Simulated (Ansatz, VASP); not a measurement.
Two plane-wave programs on MoBr

```
Mo Br
1.0
     0.00000    3.32617    3.32617
     3.32617    0.00000    3.32617
     3.32617    3.32617    0.00000
Mo Br
2 2
Direct
  0.50000 0.50000 0.50000
  0.75000 0.75000 0.75000
  0.00000 0.00000 0.00000
  0.25000 0.25000 0.25000
```

Alike in both runs: functional PBE; k mesh 4 × 4 × 4; occupations gaussian, width 0.1 eV; collinear spin.

Ansatz relaxed the structure, and its values are those at the end. VASP's run is a single point on that final structure, the one shown.

|  | VASP | Ansatz |
| --- | --- | --- |
| version | VASP 6.6.1 | Ansatz 0.2.0 |
| potentials or method | VASP PAW PBE potentials, release 64 (Mo_sv, Br) | scalar-relativistic, plane waves, PAW |
| plane-wave cutoff (eV) | 520 | 420 |
| valence electrons in the cell | 42 | 42 |

|  | VASP | Ansatz | Ansatz less VASP |
| --- | --- | --- | --- |
| gap on the k mesh at the Fermi level (eV) | none | none | - |
| pressure (GPa) | 0.1 | 0.0 | -0.14 |
| net moment per atom (μB) | 0.17 | 0.17 | 0.000 |
| size of the moment on the site where the two differ most (μB) | 0.24 | 0.23 | -0.012 |

Site moments also hang on the region over which each program counts them. A gap of «none» marks a metal or a gap that the smearing closes.

Caveats: the k mesh is coarse (spacing up to 0.41 Å⁻¹), so the values aren't converged.
